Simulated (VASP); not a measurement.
A convergence study with VASP on Ag (fcc): a few settings are varied, all else stays as given below, so the limit is that of these other settings.

```
Ag
1.0
    0.00000     2.04500     2.04500
    2.04500     0.00000     2.04500
    2.04500     2.04500     0.00000
Ag
1
Direct
  0.00000   0.00000   0.00000
```

These are PBEsol GGA, VASP's PBE PAW potentials (set 64) (plane waves; VASP) values and carry that method's errors. The last row used: 550 eV cut-off, 23×23×23 Γ-centred mesh, second-order Methfessel-Paxton smearing of 0.40 eV, potentials Ag.

```csv
setting,E (eV/atom),pressure (GPa),irreducible k-points
"ISMEAR = -1, SIGMA = 0.01, 8×8×8 mesh",-3.2727,-2.58,29
"ISMEAR = -1, SIGMA = 0.1, 8×8×8 mesh",-3.2749,-2.57,29
"ISMEAR = 0, SIGMA = 0.01, 8×8×8 mesh",-3.2725,-2.58,29
"ISMEAR = 0, SIGMA = 0.1, 8×8×8 mesh",[?],-2.58,29
"ISMEAR = 1, SIGMA = 0.01, 8×8×8 mesh",-3.2724,-2.58,29
"ISMEAR = 1, SIGMA = 0.2, 8×8×8 mesh",-3.2742,-2.61,29
"ISMEAR = 2, SIGMA = 0.05, 8×8×8 mesh",-3.2727,-2.58,29
"ISMEAR = 2, SIGMA = 0.2, 8×8×8 mesh",-3.2737,-2.61,29
"ISMEAR = -1, SIGMA = 0.01, 17×17×17 mesh",-3.3004,-3.16,165
"ISMEAR = -1, SIGMA = 0.2, 17×17×17 mesh",-3.3032,-3.07,165
"ISMEAR = 0, SIGMA = 0.01, 17×17×17 mesh",-3.3005,-3.17,165
"ISMEAR = 0, SIGMA = 0.2, 17×17×17 mesh",-3.3010,-3.18,165
"ISMEAR = 1, SIGMA = 0.01, 17×17×17 mesh",-3.3005,-3.18,165
"ISMEAR = 1, SIGMA = 0.4, 17×17×17 mesh",-3.3014,-3.19,165
"ISMEAR = 2, SIGMA = 0.05, 17×17×17 mesh",-3.3004,-3.16,165
"ISMEAR = 2, SIGMA = 0.4, 17×17×17 mesh",-3.3011,-3.20,165
"ISMEAR = -1, SIGMA = 0.05, 23×23×23 mesh",-3.3023,-3.15,364
"ISMEAR = -1, SIGMA = 0.2, 23×23×23 mesh",[?],[?],364
"ISMEAR = 0, SIGMA = 0.05, 23×23×23 mesh",-3.3023,-3.16,364
"ISMEAR = 0, SIGMA = 0.2, 23×23×23 mesh",-3.3025,-3.14,364
"ISMEAR = 1, SIGMA = 0.05, 23×23×23 mesh",-3.3023,-3.16,364
"ISMEAR = 1, SIGMA = 0.4, 23×23×23 mesh",-3.3030,-3.15,364
"ISMEAR = 2, SIGMA = 0.1, 23×23×23 mesh",-3.3022,-3.16,364
"ISMEAR = 2, SIGMA = 0.4, 23×23×23 mesh",-3.3025,-3.15,364
```

Q: What belongs in the gaps?

A: 
- ISMEAR = 0, SIGMA = 0.1, 8×8×8 mesh, E (eV/atom): -3.2739
- ISMEAR = -1, SIGMA = 0.2, 23×23×23 mesh, E (eV/atom): -3.3041
- ISMEAR = -1, SIGMA = 0.2, 23×23×23 mesh, pressure (GPa): -3.06

Left out are rungs that failed or repeat a setting and relaxations that didn't move; long series are thinned to 24 rows.

The compound is Ag in the fcc structure. The cell was not relaxed at this level.
